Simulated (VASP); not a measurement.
```xyz
1
Lattice="-2.6400 2.6400 2.6400 2.6400 -2.6400 2.6400 2.6400 2.6400 -2.6400" Properties=species:S:1:pos:R:3 pbc="T T T"
K      0.0000     0.0000     0.0000
```

All values below come from PW91 GGA, VASP's PBE PAW potentials (set 64) (plane waves; VASP). Settings: 520 eV cut-off, 11×11×11 Γ-centred mesh, tetrahedra with Blöchl corrections, potentials K_sv.

Question: Predict the energy per atom (σ→0), band gap (on the k-mesh) with the smallest direct gap where there is one.

Answer: 
```
Item                                                        Result
------------------------  ----------------------------------------
band gap (on the k-mesh)  none (metal, semimetal or under 0.01 eV)
energy per atom (σ→0)                               -1.047 eV/atom
```

The compound is K in the bcc structure. The cell was not relaxed at this level.
